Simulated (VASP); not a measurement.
# LiY3: band structure with PBEsol

LiY3:

```
Y Li
1.0
    -2.36719    2.36719    5.32664
     2.36719   -2.36719    5.32664
     2.36719    2.36719   -5.32664
Y Li
3 1
Direct
  0.50000 0.50000 0.00000
  0.25000 0.75000 0.50000
  0.75000 0.25000 0.50000
  0.00000 0.00000 0.00000
```

The cell comes from a database or a generator and needn't be the stable form of this composition.

```
Program                : VASP 6.6.1
Task                   : band structure
Functional             : PBEsol
Potentials or basis    : VASP PAW PBE potentials, release 64 (Y_sv, Li_sv)
Cutoff                 : 520 eV
k mesh                 : 6 × 6 × 6
Occupations            : fermi-dirac, width 0.05 eV
Spin                   : no spin polarisation
Further INCAR settings : ALGO = Normal; EDIFF = 1e-06
```

```
Band gap along the path : none (metal or under the smearing width)
```

Levels at the corners of the path, in eV from the Fermi level:
```tsv
point	band 16	band 17	band 18	band 19	band 20	band 21
Γ	-1.19	-0.27	0.21	0.21	0.52	1.15
X	-1.34	-0.85	-0.24	0.43	0.54	0.80
X	-1.34	-0.85	-0.24	0.43	0.54	0.80
Y	-1.37	-0.87	-0.16	0.27	0.65	0.77
Y	-1.37	-0.87	-0.16	0.27	0.65	0.77
S	-1.60	-0.53	-0.06	0.18	0.49	1.12
S	-1.60	-0.53	-0.06	0.18	0.49	1.12
Γ	-1.19	-0.27	0.21	0.21	0.52	1.16
Γ	-1.19	-0.27	0.21	0.21	0.52	1.15
Z	-1.69	-0.51	-0.26	-0.26	-0.07	1.19
Z	-1.69	-0.51	-0.26	-0.26	-0.07	1.19
S1	-1.60	-0.53	-0.06	0.18	0.49	1.12
S1	-1.60	-0.53	-0.06	0.18	0.49	1.12
N	-0.94	-0.35	-0.15	0.19	0.49	1.33
N	-0.94	-0.35	-0.15	0.19	0.49	1.33
P	-1.39	-1.29	0.19	0.42	0.42	0.56
P	-1.39	-1.29	0.19	0.42	0.42	0.56
Y1	-1.37	-0.87	-0.16	0.27	0.65	0.77
Y1	-1.37	-0.87	-0.16	0.27	0.65	0.77
Z	-1.69	-0.51	-0.26	-0.26	-0.07	1.19
X	-1.34	-0.85	-0.24	0.43	0.54	0.80
P	-1.39	-1.29	0.19	0.42	0.42	0.56
```

Wall time 5.9 min on 1 thread of Intel(R) Xeon(R) 6975P-C (Granite Rapids), on a shared host, peak memory 0.37 GiB.
